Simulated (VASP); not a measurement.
Computed with PBE GGA, VASP's PBE PAW potentials (set 64) (plane waves; VASP 6.6.1).

The input files of a VASP run:

KPOINTS:
```
Automatic mesh
0
Gamma
1 1 1
0 0 0
```

File POSCAR:
```
AlZn31Se32
1
   11.4825331920     0.0000000000     0.0000000000
    0.0000000000    11.4825331920     0.0000000000
   -0.0000000000    -0.0000000000    11.4825331920
Zn Se Al
31 32 1
Direct
  0.5000000000   0.0000000000   0.0000000000
  0.7500000000   0.2500000000   0.0000000000
  0.7500000000   0.0000000000   0.2500000000
  0.0000000000   0.0000000000   0.0000000000
  0.2500000000   0.2500000000   0.0000000000
  0.5000000000   0.5000000000   0.0000000000
  0.7500000000   0.7500000000   0.0000000000
  0.2500000000   0.0000000000   0.2500000000
  0.5000000000   0.2500000000   0.2500000000
  0.7500000000   0.5000000000   0.2500000000
  0.5000000000   0.0000000000   0.5000000000
  0.7500000000   0.2500000000   0.5000000000
  0.7500000000   0.0000000000   0.7500000000
  0.0000000000   0.5000000000   0.0000000000
  0.2500000000   0.7500000000   0.0000000000
  0.0000000000   0.2500000000   0.2500000000
  0.2500000000   0.5000000000   0.2500000000
  0.5000000000   0.7500000000   0.2500000000
  0.0000000000   0.0000000000   0.5000000000
  0.2500000000   0.2500000000   0.5000000000
  0.7500000000   0.7500000000   0.5000000000
  0.2500000000   0.0000000000   0.7500000000
  0.5000000000   0.2500000000   0.7500000000
  0.7500000000   0.5000000000   0.7500000000
  0.0000000000   0.7500000000   0.2500000000
  0.0000000000   0.5000000000   0.5000000000
  0.2500000000   0.7500000000   0.5000000000
  0.0000000000   0.2500000000   0.7500000000
  0.2500000000   0.5000000000   0.7500000000
  0.5000000000   0.7500000000   0.7500000000
  0.0000000000   0.7500000000   0.7500000000
  0.6250000000   0.1250000000   0.1250000000
  0.8750000000   0.3750000000   0.1250000000
  0.8750000000   0.1250000000   0.3750000000
  0.1250000000   0.1250000000   0.1250000000
  0.3750000000   0.3750000000   0.1250000000
  0.6250000000   0.6250000000   0.1250000000
  0.8750000000   0.8750000000   0.1250000000
  0.3750000000   0.1250000000   0.3750000000
  0.6254110000   0.3791210000   0.3785040000
  0.8750000000   0.6250000000   0.3750000000
  0.6250000000   0.1250000000   0.6250000000
  0.8750000000   0.3750000000   0.6250000000
  0.8750000000   0.1250000000   0.8750000000
  0.1250000000   0.6250000000   0.1250000000
  0.3750000000   0.8750000000   0.1250000000
  0.1250000000   0.3750000000   0.3750000000
  0.3759330000   0.6266830000   0.3753560000
  0.6250000000   0.8750000000   0.3750000000
  0.1250000000   0.1250000000   0.6250000000
  0.3760700000   0.3791300000   0.6264600000
  0.6229020000   0.6213890000   0.6265330000
  0.8750000000   0.8750000000   0.6250000000
  0.3750000000   0.1250000000   0.8750000000
  0.6250000000   0.3750000000   0.8750000000
  0.8750000000   0.6250000000   0.8750000000
  0.1250000000   0.8750000000   0.3750000000
  0.1250000000   0.6250000000   0.6250000000
  0.3750000000   0.8750000000   0.6250000000
  0.1250000000   0.3750000000   0.8750000000
  0.3750000000   0.6250000000   0.8750000000
  0.6250000000   0.8750000000   0.8750000000
  0.1250000000   0.8750000000   0.8750000000
  0.4995310000   0.4975700000   0.5034010000
```

**INCAR**
```
# general
SYSTEM   =  AlZn31Se32
PREC     =  Normal
ENCUT    =  400   # plane-wave cut-off (eV)
LREAL    =  Auto   # projection in real space or not
LASPH    =  .True.
ISYM     =  0

# electronic loop
EDIFF    =  1E-5   # SCF stop (eV)
NELM     =  100   # most electronic steps
NELMIN   =  4
ALGO     =  Fast   # Davidson, then RMM-DIIS
LMAXMIX  =  4   # l cut-off of mixed one-centre charges

# smearing
ISMEAR   =  0   # Gaussian
SIGMA    =  0.05

# functional
GGA      =  PE   # PBE

# spin
ISPIN    =  2   # spin-polarised
MAGMOM   =  64*0.0156
NUPDOWN  =  1

# ions
IBRION   =  2
NSW      =  60
ISIF     =  2
EDIFFG   =  -0.03   # ionic stop

# output
LWAVE    =  .False.
LCHARG   =  .False.
LORBIT   =  10
```

POTCAR, in this order: Zn Se Al (PBE.64 set). Program: vasp_gam.

The run wrote:

**OUTCAR**
```
 ion  position               nearest neighbor table
   1  0.500  0.000  0.000-  32 2.49  46 2.49  54 2.49  62 2.49
   2  0.750  0.250  0.000-  32 2.49  33 2.49  44 2.49  55 2.49
   3  0.750  0.000  0.250-  32 2.49  34 2.49  38 2.49  49 2.49
   4  0.000  0.000  0.000-  35 2.49  38 2.49  44 2.49  63 2.49
   5  0.250  0.250  0.000-  35 2.49  36 2.49  54 2.49  60 2.49
   6  0.500  0.500  0.000-  36 2.49  37 2.49  55 2.49  61 2.49
   7  0.750  0.750  0.000-  37 2.49  38 2.49  56 2.49  62 2.49
   8  0.250  0.000  0.250-  35 2.49  39 2.49  46 2.49  57 2.49
   9  0.500  0.250  0.250-  32 2.49  36 2.49  39 2.49  40 2.54
  10  0.750  0.500  0.250-  40 2.48  37 2.49  33 2.49  41 2.49
  11  0.500  0.000  0.500-  39 2.49  42 2.49  49 2.49  59 2.49
  12  0.750  0.250  0.500-  34 2.49  42 2.49  43 2.49  40 2.49
  13  0.750  0.000  0.750-  42 2.49  44 2.49  53 2.49  62 2.49
  14  0.000  0.500  0.000-  33 2.49  45 2.49  56 2.49  60 2.49
  15  0.250  0.750  0.000-  45 2.49  46 2.49  61 2.49  63 2.49
  16  0.000  0.250  0.250-  33 2.49  34 2.49  35 2.49  47 2.49
  17  0.250  0.500  0.250-  36 2.49  45 2.49  47 2.49  48 2.51
  18  0.500  0.750  0.250-  48 2.47  46 2.49  37 2.49  49 2.49
  19  0.000  0.000  0.500-  34 2.49  50 2.49  53 2.49  57 2.49
  20  0.250  0.250  0.500-  39 2.49  47 2.49  50 2.49  51 2.53
  21  0.750  0.750  0.500-  41 2.49  49 2.49  53 2.49  52 2.53
  22  0.250  0.000  0.750-  50 2.49  54 2.49  59 2.49  63 2.49
  23  0.500  0.250  0.750-  42 2.49  54 2.49  55 2.49  51 2.50
  24  0.750  0.500  0.750-  52 2.47  43 2.49  55 2.49  56 2.49
  25  0.000  0.750  0.250-  38 2.49  41 2.49  45 2.49  57 2.49
  26  0.000  0.500  0.500-  41 2.49  43 2.49  47 2.49  58 2.49
  27  0.250  0.750  0.500-  48 2.48  57 2.49  58 2.49  59 2.49
  28  0.000  0.250  0.750-  43 2.49  44 2.49  50 2.49  60 2.49
  29  0.250  0.500  0.750-  51 2.46  58 2.49  60 2.49  61 2.49
  30  0.500  0.750  0.750-  59 2.49  61 2.49  62 2.49  52 2.49
  31  0.000  0.750  0.750-  53 2.49  56 2.49  58 2.49  63 2.49
  32  0.625  0.125  0.125-   1 2.49   2 2.49   3 2.49   9 2.49
  33  0.875  0.375  0.125-   2 2.49  10 2.49  14 2.49  16 2.49
  34  0.875  0.125  0.375-   3 2.49  12 2.49  16 2.49  19 2.49
  35  0.125  0.125  0.125-   4 2.49   5 2.49   8 2.49  16 2.49
  36  0.375  0.375  0.125-   5 2.49   6 2.49   9 2.49  17 2.49
  37  0.625  0.625  0.125-   6 2.49   7 2.49  10 2.49  18 2.49
  38  0.875  0.875  0.125-   3 2.49   4 2.49   7 2.49  25 2.49
  39  0.375  0.125  0.375-   8 2.49   9 2.49  11 2.49  20 2.49
...
```

File OSZICAR:
```
       N       E                     dE             d eps       ncg     rms          rms(c)
DAV:   1     0.681768115213E+04    0.68177E+04   -0.21683E+05  1360   0.181E+03
DAV:   2     0.129282012411E+04   -0.55249E+04   -0.53714E+04  1360   0.497E+02
DAV:   3    -0.436348133614E+02   -0.13365E+04   -0.12410E+04  1496   0.198E+02
DAV:   4    -0.198518977925E+03   -0.15488E+03   -0.15255E+03  1552   0.676E+01
DAV:   5    -0.203052594759E+03   -0.45336E+01   -0.45032E+01  1520   0.109E+01    0.270E+01
RMM:   6    -0.194067207219E+03    0.89854E+01   -0.26581E+01  1360   0.110E+01    0.206E+01
RMM:   7    -0.193333705307E+03    0.73350E+00   -0.10564E+01  1360   0.593E+00    0.641E+00
RMM:   8    -0.193511252562E+03   -0.17755E+00   -0.18531E+00  1373   0.229E+00    0.299E+00
RMM:   9    -0.193438572409E+03    0.72680E-01   -0.33201E-01  1361   0.140E+00    0.130E+00
RMM:  10    -0.193432211965E+03    0.63604E-02   -0.86851E-02  1360   0.503E-01    0.483E-01
RMM:  11    -0.193433363306E+03   -0.11513E-02   -0.20106E-02  1412   0.277E-01    0.219E-01
RMM:  12    -0.193433799453E+03   -0.43615E-03   -0.45067E-03  1360   0.127E-01    0.129E-01
RMM:  13    -0.193433915730E+03   -0.11628E-03   -0.91088E-04  1373   0.592E-02    0.474E-02
RMM:  14    -0.193433889785E+03    0.25945E-04   -0.17265E-04  1421   0.250E-02    0.411E-02
RMM:  15    -0.193433880786E+03    0.89989E-05   -0.57497E-05  1236   0.169E-02
   1 F= -.19343388E+03 E0= -.19343388E+03  d E =-.193434E+03  mag=     1.0000
       N       E                     dE             d eps       ncg     rms          rms(c)
DAV:   1    -0.193505952252E+03   -0.72062E-01   -0.17858E+01  1488   0.700E+00    0.928E-01
RMM:   2    -0.193525627419E+03   -0.19675E-01   -0.24982E-01  1360   0.816E-01    0.307E-01
RMM:   3    -0.193527009580E+03   -0.13822E-02   -0.31485E-02  1365   0.312E-01    0.220E-01
RMM:   4    -0.193527049700E+03   -0.40120E-04   -0.61835E-03  1398   0.157E-01    0.176E-01
RMM:   5    -0.193526944920E+03    0.10478E-03   -0.17626E-03  1364   0.752E-02    0.546E-02
RMM:   6    -0.193526989242E+03   -0.44323E-04   -0.50327E-04  1390   0.324E-02    0.305E-02
RMM:   7    -0.193526987462E+03    0.17804E-05   -0.89459E-05  1053   0.162E-02
   2 F= -.19352699E+03 E0= -.19352699E+03  d E =-.931067E-01  mag=     1.0000
       N       E                     dE             d eps       ncg     rms          rms(c)
DAV:   1    -0.193538768931E+03   -0.11780E-01   -0.81586E+00  1464   0.476E+00    0.623E-01
RMM:   2    -0.193547018802E+03   -0.82499E-02   -0.10825E-01  1360   0.542E-01    0.199E-01
RMM:   3    -0.193547508311E+03   -0.48951E-03   -0.13363E-02  1362   0.206E-01    0.143E-01
RMM:   4    -0.193547490348E+03    0.17962E-04   -0.25324E-03  1388   0.102E-01    0.113E-01
RMM:   5    -0.193547447788E+03    0.42560E-04   -0.75973E-04  1366   0.500E-02    0.367E-02
RMM:   6    -0.193547467433E+03   -0.19645E-04   -0.21497E-04  1276   0.215E-02    0.206E-02
RMM:   7    -0.193547466926E+03    0.50737E-06   -0.36157E-05   949   0.111E-02
   3 F= -.19354747E+03 E0= -.19354747E+03  d E =-.113586E+00  mag=     1.0000
       N       E                     dE             d eps       ncg     rms          rms(c)
DAV:   1    -0.193547596774E+03   -0.12934E-03   -0.11246E-01  1504   0.559E-01    0.734E-02
RMM:   2    -0.193547710506E+03   -0.11373E-03   -0.14900E-03  1360   0.639E-02    0.233E-02
RMM:   3    -0.193547717061E+03   -0.65542E-05   -0.18460E-04  1255   0.243E-02    0.170E-02
RMM:   4    -0.193547717005E+03    0.55472E-07   -0.35780E-05   952   0.120E-02
   4 F= -.19354772E+03 E0= -.19354772E+03  d E =-.113836E+00  mag=     1.0000
       N       E                     dE             d eps       ncg     rms          rms(c)
DAV:   1    -0.193552542257E+03   -0.48252E-02   -0.13922E+00  1416   0.204E+00    0.277E-01
RMM:   2    -0.193554316554E+03   -0.17743E-02   -0.21027E-02  1360   0.255E-01    0.856E-02
RMM:   3    -0.193554492209E+03   -0.17565E-03   -0.26297E-03  1362   0.970E-02    0.657E-02
RMM:   4    -0.193554495095E+03   -0.28866E-05   -0.43839E-04  1389   0.456E-02    0.503E-02
RMM:   5    -0.193554483695E+03    0.11400E-04   -0.12771E-04  1293   0.227E-02    0.151E-02
RMM:   6    -0.193554486529E+03   -0.28340E-05   -0.30596E-05   930   0.883E-03
   5 F= -.19355449E+03 E0= -.19355449E+03  d E =-.676952E-02  mag=     1.0000
       N       E                     dE             d eps       ncg     rms          rms(c)
DAV:   1    -0.193554722421E+03   -0.23873E-03   -0.14561E+00  1464   0.209E+00    0.283E-01
RMM:   2    -0.193556607571E+03   -0.18852E-02   -0.22265E-02  1360   0.263E-01    0.885E-02
RMM:   3    -0.193556793760E+03   -0.18619E-03   -0.27700E-03  1361   0.997E-02    0.689E-02
RMM:   4    -0.193556797265E+03   -0.35053E-05   -0.46343E-04  1389   0.470E-02    0.529E-02
RMM:   5    -0.193556785133E+03    0.12132E-04   -0.13688E-04  1301   0.233E-02    0.156E-02
RMM:   6    -0.193556788215E+03   -0.30820E-05   -0.32685E-05   944   0.911E-03
   6 F= -.19355679E+03 E0= -.19355679E+03  d E =-.907121E-02  mag=     1.0000
       N       E                     dE             d eps       ncg     rms          rms(c)
DAV:   1    -0.193557789765E+03   -0.10046E-02   -0.47029E-01  1448   0.120E+00    0.101E-01
RMM:   2    -0.193558077504E+03   -0.28774E-03   -0.33232E-03  1360   0.104E-01    0.327E-02
RMM:   3    -0.193558114937E+03   -0.37432E-04   -0.44508E-04  1366   0.390E-02    0.290E-02
RMM:   4    -0.193558115028E+03   -0.91015E-07   -0.61973E-05  1126   0.174E-02
   7 F= -.19355812E+03 E0= -.19355812E+03  d E =-.132681E-02  mag=     1.0000
```

**OUTCAR**
```
------------------------ aborting loop because EDIFF is reached ----------------------------------------
  FORCE on cell =-STRESS in cart. coord.  units (eV):
  Direction    XX          YY          ZZ          XY          YZ          ZX
  --------------------------------------------------------------------------------------
  Total        5.0267417      5.0395732      5.0508532      0.0082776      0.0138991      0.0124558
  in kB        5.3196619      5.3332410      5.3451784      0.0087599      0.0147091      0.0131817
  external PRESSURE =       5.3326937 kB  Pullay stress =       0.0000000 kB
  volume of cell :     1513.96
      direct lattice vectors                 reciprocal lattice vectors
    11.482533192  0.000000000  0.000000000     0.087088797  0.000000000  0.000000000
     0.000000000 11.482533192  0.000000000     0.000000000  0.087088797  0.000000000
     0.000000000  0.000000000 11.482533192     0.000000000  0.000000000  0.087088797
  FREE ENERGIE OF THE ION-ELECTRON SYSTEM (eV)
  ---------------------------------------------------
  free  energy   TOTEN  =      -193.5581150278 eV

  energy  without entropy=     -193.5581150278  energy(sigma->0) =     -193.55811503

 total charge

# of ion       s       p       d       tot
------------------------------------------
    1        0.524   0.412   9.782  10.718
    2        0.524   0.419   9.783  10.726
    3        0.524   0.418   9.783  10.725
    4        0.523   0.418   9.783  10.724
    5        0.524   0.418   9.783  10.725
    6        0.524   0.421   9.783  10.728
    7        0.524   0.419   9.783  10.726
    8        0.524   0.418   9.783  10.725
    9        0.524   0.414   9.782  10.720
   10        0.525   0.414   9.782  10.721
   11        0.524   0.421   9.783  10.728
   12        0.525   0.415   9.782  10.721
   13        0.524   0.419   9.783  10.725
   14        0.524   0.413   9.782  10.719
   15        0.524   0.419   9.783  10.726
   16        0.524   0.418   9.783  10.725
   17        0.524   0.414   9.782  10.721
   18        0.525   0.415   9.782  10.721
   19        0.524   0.412   9.782  10.718
   20        0.525   0.415   9.782  10.721
   21        0.524   0.414   9.782  10.721
   22        0.524   0.419   9.783  10.725
   23        0.525   0.415   9.782  10.722
   24        0.525   0.415   9.782  10.722
   25        0.524   0.418   9.783  10.725
   26        0.524   0.421   9.783  10.728
   27        0.525   0.415   9.782  10.722
   28        0.524   0.419   9.783  10.726
   29        0.525   0.415   9.782  10.723
   30        0.525   0.416   9.782  10.723
   31        0.524   0.419   9.783  10.726
   32        1.439   2.416   0.026   3.880
   33        1.439   2.416   0.026   3.881
   34        1.439   2.416   0.026   3.881
   35        1.438   2.419   0.026   3.883
   36        1.438   2.420   0.027   3.885
   37        1.438   2.421   0.027   3.885
   38        1.438   2.419   0.026   3.883
   39        1.438   2.420   0.027   3.885
   40        1.441   2.425   0.024   3.891
   41        1.438   2.421   0.027   3.885
   42        1.438   2.421   0.027   3.885
   43        1.438   2.421   0.027   3.886
   44        1.438   2.419   0.026   3.883
   45        1.439   2.416   0.026   3.881
   46        1.439   2.416   0.026   3.881
   47        1.438   2.421   0.027   3.885
   48        1.441   2.425   0.025   3.891
   49        1.438   2.420   0.027   3.885
   50        1.439   2.416   0.026   3.881
   51        1.441   2.425   0.025   3.891
   52        1.441   2.425   0.025   3.891
   53        1.439   2.416   0.026   3.881
   54        1.439   2.416   0.026   3.881
   55        1.438   2.421   0.027   3.886
   56        1.438   2.417   0.026   3.881
   57        1.439   2.416   0.026   3.881
   58        1.438   2.421   0.027   3.886
   59        1.438   2.421   0.027   3.885
   60        1.438   2.417   0.026   3.881
   61        1.438   2.421   0.027   3.886
   62        1.439   2.416   0.026   3.881
   63        1.438   2.419   0.026   3.883
   64        0.389   0.336   0.000   0.726
--------------------------------------------------
tot         62.676  90.675 304.087 457.439

 magnetization (x)

# of ion       s       p       d       tot
------------------------------------------
    1        0.012   0.001  -0.000   0.012
    2        0.011   0.001  -0.000   0.011
    3        0.011   0.001  -0.000   0.011
    4        0.010   0.001  -0.000   0.010
    5        0.011   0.001  -0.000   0.011
    6        0.010   0.001  -0.000   0.010
    7        0.011   0.001  -0.000   0.011
    8        0.011   0.001  -0.000   0.011
    9        0.011   0.001  -0.000   0.011
   10        0.011   0.001  -0.000   0.011
   11        0.010   0.001  -0.000   0.010
   12        0.011   0.001  -0.000   0.011
   13        0.011   0.001  -0.000   0.011
   14        0.012   0.001  -0.000   0.012
   15        0.011   0.001  -0.000   0.011
   16        0.011   0.001  -0.000   0.011
   17        0.011   0.001  -0.000   0.011
...
```
(Selected blocks of OUTCAR.)

**CONTCAR**
```
AlZn31Se32
   1.00000000000000
    11.4825331920000000    0.0000000000000000    0.0000000000000000
     0.0000000000000000   11.4825331920000000    0.0000000000000000
     0.0000000000000000    0.0000000000000000   11.4825331920000000
  Zn              Se              Al
    31    32     1
Direct
     0.5000279903656983    0.0001156719815931    0.0000475662936585
     0.7502362558600655    0.2497025163671754    0.9999691268508104
     0.7502231336199904    0.9998549615043080    0.2498220470847962
     0.0000016137329317    0.0000085767106593    0.0000016377478955
     0.2498876564063464    0.2498316438080631    0.0002631207947127
     0.4999630016644405    0.4999469055496612    0.0000765353620844
     0.7502220534832004    0.7502510291180442    0.0001540610998284
     0.2498663021970240    0.0002971185715811    0.2498740012728939
     0.4982539077338774    0.2491530373120442    0.2491629897034039
     0.7515335033724665    0.5025198688454627    0.2486280371922743
     0.4999704896353078    0.0000330036396286    0.4999746069022764
     0.7514639403053367    0.2486176150312600    0.5023981985659755
     0.7502235001211460    0.0001807995943297    0.7502045158486070
     0.9999805252463246    0.4999937009647311    0.0000905944261575
     0.2497179682622418    0.7502965359943318    0.9999675412074637
     0.0002229197814677    0.2498413876201501    0.2498456430224243
     0.2487881268800044    0.4979285493482368    0.2487835061651945
     0.5024248109129256    0.7515932054194057    0.2485473064085890
     0.9999610718132733    0.0000494758504149    0.5000546943083978
     0.2487729476944440    0.2488376986180531    0.4980015717280148
     0.7510224557699872    0.7509978030544455    0.4981965228239434
     0.2497839481586256    0.9998738376412958    0.7502187944191276
     0.5023847878541445    0.2484866702467843    0.7516253468382917
     0.7518176748389376    0.4973063110324425    0.7519020150581693
     0.9998634168099010    0.7502656117509154    0.2498093729755355
     0.0000267724572479    0.4999709345719830    0.4999614643606935
     0.2485433108709688    0.7515681211592509    0.5023371959159956
     0.9999119481514372    0.2497370130586272    0.7502209950230952
     0.2479349700510567    0.5029628920550581    0.7521433552685771
     0.4976050930731171    0.7515878582036983    0.7516598881438180
     0.0001130762498000    0.7503136242156693    0.7502049842457245
     0.6250243893579265    0.1255384897989771    0.1256055213756224
     0.8745606955064603    0.3749703804507697    0.1254935052513517
     0.8745871513830982    0.1254715283544023    0.3749668075643375
     0.1250061075660846    0.1250192559728361    0.1250090653419499
     0.3752132817640880    0.3751686437351326    0.1249007811123159
     0.6248694512956690    0.6249162488469342    0.1247018461009760
     0.8750045195301097    0.8750005538076580    0.1250145944740656
     0.3751963797655111    0.1249483075491031    0.3751768162791209
     0.6223261915621593    0.3781614397509159    0.3783058169441936
     0.8752441796953284    0.6249873207753235    0.3752808220605065
     0.6248926919291656    0.1247612473763377    0.6249283890117546
     0.8753764095291101    0.3751003741283009    0.6249243668812650
     0.8750099768402889    0.1250278125368368    0.8750184186755297
     0.1254642198294530    0.6250827846364853    0.1255202408615136
     0.3749230276262897    0.8746121859495091    0.1254740270330295
     0.1248415517539340    0.3751840148909107    0.3751617761384971
     0.3776602523820902    0.6226769540678228    0.3778993955260863
     0.6249515640181915    0.8751697277893734    0.3752637620710159
     0.1254363369154010    0.1254303966924834    0.6250691769396948
     0.3769488381868119    0.3775023988343322    0.6234444735608100
     0.6224782223241095    0.6223797028991840    0.6233817687379319
     0.8744863034899513    0.8745236747725167    0.6250423318732224
     0.3749345877455579    0.1253950921603599    0.8746601787522659
     0.6248931988048789    0.3750617016388830    0.8754118304477015
     0.8746829989315704    0.6250996027607042    0.8746894555219686
     0.1254379230704860    0.8746290561937271    0.3749457973028911
     0.1246249566535994    0.6250328954491248    0.6248543197213697
     0.3751243630298005    0.8752668382677179    0.6249290670533144
     0.1252705271954155    0.3749225358520673    0.8747982227181647
     0.3751343104265921    0.6250239122748319    0.8754819697864509
     0.6250629675883814    0.8746593669717017    0.8746711872201802
     0.1250143429652663    0.8750018884038886    0.8750192047397120
     0.4994159079634849    0.5000426875715487    0.5010618258627557
```

The supercell is sampled at Γ alone, which is coarse: total energies, pressure and levels can be off, energies of defects by several tenths of an eV.

The cell is a supercell with a defect, built from ZnSe (zinc blende): Al_Zn.
